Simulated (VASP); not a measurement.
Write the native input for VASP 6.6.1 that does the following.

```yaml
Task: relaxation of cell and atoms
Functional: PBE
Potentials_or_basis: VASP PAW PBE potentials, release 64 (Al, Si, F)
Cutoff: 520 eV
k_mesh: 6 × 6 × 6
Occupations: gaussian, width 0.15 eV
Spin: no spin polarisation
Further_INCAR_settings: PREC = Normal; LREAL = Auto; ALGO = Fast; EDIFF = 1e-05; ISYM = 0; IBRION = 2; EDIFFG = -0.03; NSW = 110; ISIF = 3
```

The structure of Al3Si2F lies in POSCAR:

```
Al3Si2F
1.0
   -2.2074728200      2.0934763400      6.0025899500
    2.0100304000     -1.9849473600      5.8950439100
    4.5574233500      4.1123724200    -11.9288860900
Al Si F
6 4 2
Direct
    0.7367659200      0.2349240700      0.2400077700
    0.7741109500      0.2430376000      0.7532639000
    0.4966224500      0.9894121100      0.2668002600
    0.4803877700      0.9891898800      0.7565976100
    0.0270840800      0.5132069100      0.2498158100
    0.0265950700      0.5184903900      0.7549083500
    0.6259372400      0.6410998700      0.0051551100
    0.6325550600      0.6335635900      0.4987161200
    0.3616684500      0.3647672300      0.0011264900
    0.3512071800      0.3624302300      0.4931657900
    0.0167662900      0.0069450400      0.0061165400
    0.0075688200      0.0011014200      0.5023923100
```

The cell was built by a generator and needn't be a form met in nature.

These files were run (other wordings do the same):

INCAR

```
SYSTEM = Al3Si2F
  PREC = Normal
  ENCUT = 520
  EDIFF = 1E-5
  ISMEAR = 0
  SIGMA = 0.15
  LREAL = Auto
  LASPH = .TRUE.
  NELM = 80
  ALGO = Fast
  ISIF = 3
  LWAVE = .FALSE.
  LCHARG = .FALSE.
  GGA = PE
  IBRION = 2
  NSW = 110
  EDIFFG = -0.03
  ISYM = 0
  KPAR = 8
```

KPOINTS

```
Automatic mesh
0
G
  6 6 6
  0 0 0
```

Potentials or basis: VASP PAW PBE potentials, release 64 (Al, Si, F).

The run is started by

```sh
$ cat potpaw_PBE.64/Al/POTCAR potpaw_PBE.64/Si/POTCAR potpaw_PBE.64/F/POTCAR > POTCAR
$ mpirun -np 8 vasp_std > vasp.out
```

It gave:

```json
{
 "Relaxed volume": "18.48 Å³/atom",
 "Relaxed cell": "a = 7.540 Å, b = 6.435 Å, c = 13.861 Å, α = 143.19°, β = 146.22°, γ = 51.79°",
 "Space group after relaxing (to 0.05 Å)": "P2_1 (No. 4)",
 "Energy gained by relaxing": "76.0 meV/atom",
 "Ionic steps": "51",
 "Pressure after relaxing": "0.0 GPa",
 "Largest force after relaxing": "0.023 eV/Å",
 "Band gap on the k mesh": "none (metal or under the smearing width)"
}
```

Wall time 39 min on 8 MPI ranks on Intel(R) Xeon(R) Platinum 8488C (Sapphire Rapids), on a shared host, peak memory 0.7 GiB a rank.
